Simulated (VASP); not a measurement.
The system is Pd.

```
Pd
1.0
     0.00000    1.93624    1.93624
     1.93624    0.00000    1.93624
     1.93624    1.93624    0.00000
Pd
1
Direct
  0.00000 0.00000 0.00000
```

Base run:

| Item | Value |
| --- | --- |
| Program | VASP 6.6.1 |
| Functional | PBEsol |
| Potentials or basis | VASP PAW PBE potentials, release 64 (Pd) |
| Cutoff | 900 eV |
| k mesh | 18 × 18 × 18 |
| Occupations | gaussian, width 0.1 eV |
| Spin | no spin polarisation |

Its results: band gap on the k mesh none (metal or under the smearing width); pressure 0.1 GPa.

The run is repeated on the same cell with these changes: functional from PBEsol to r2SCAN; cutoff from 900 eV to 520 eV; further incar settings from ALGO = Fast; EDIFF = 1e-06; NBANDS = 11 to ALGO = Normal; EDIFF = 1e-06; NBANDS = 11. What comes out?

Band gap on the k mesh none (metal or under the smearing width); pressure 6.2 GPa.

Caveats: the PAW data sets were made with another functional, which shifts forces and pressure a little.
